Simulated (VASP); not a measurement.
Computed with revPBE GGA, VASP's PBE PAW potentials (set 64) (plane waves; VASP).

The input files of a VASP run:

POSCAR:
```
Li
1
   -1.7038221123     1.7038221123     1.7038221123
    1.7038221123    -1.7038221123     1.7038221123
    1.7038221123     1.7038221123    -1.7038221123
Li
1
Direct
  0.0000000000   0.0000000000   0.0000000000
```

### INCAR
```
SYSTEM=Li
PREC=Accurate; ENCUT=520; LREAL=.False.
LASPH=.True.
EDIFF=1E-7; NELM=100; ALGO=Normal
ISMEAR=1; SIGMA=0.1
GGA=RE
ISIF=2
LWAVE=.False.; LCHARG=.False.
```

**KPOINTS**
```
K-points
0
gamma
  15 15 15
0 0 0
```

POTCAR, in this order: Li_sv (PBE.64 set). Program: vasp_std.

Question: Predict the energy per atom (σ→0), band gap (on the k-mesh).

Answer: 
```yaml
energy per atom (σ→0): -1.803 eV/atom
band gap (on the k-mesh): none (metal, semimetal or under 0.01 eV)
```

**OSZICAR**
```
...
DAV:   6    -0.180354421622E+01    0.89509E-03   -0.20069E-04  1840   0.976E-02    0.111E-01
DAV:   7    -0.180323862926E+01    0.30559E-03   -0.59339E-04  1815   0.193E-01    0.211E-02
DAV:   8    -0.180322953085E+01    0.90984E-05   -0.26920E-06  1295   0.160E-02    0.156E-03
DAV:   9    -0.180322660186E+01    0.29290E-05   -0.74725E-08  1665   0.325E-03    0.294E-04
DAV:  10    -0.180322582192E+01    0.77994E-06   -0.36345E-09   720   0.726E-04    0.244E-04
DAV:  11    -0.180322566758E+01    0.15434E-06   -0.17383E-09   645   0.456E-04    0.574E-05
DAV:  12    -0.180322563960E+01    0.27973E-07   -0.32282E-10   640   0.250E-04
   1 F= -.18032256E+01 E0= -.18031966E+01  d E =-.871570E-04
```

The compound is Li in the bcc structure. This cell is one point of a volume scan, at 0.94 of the reference volume.
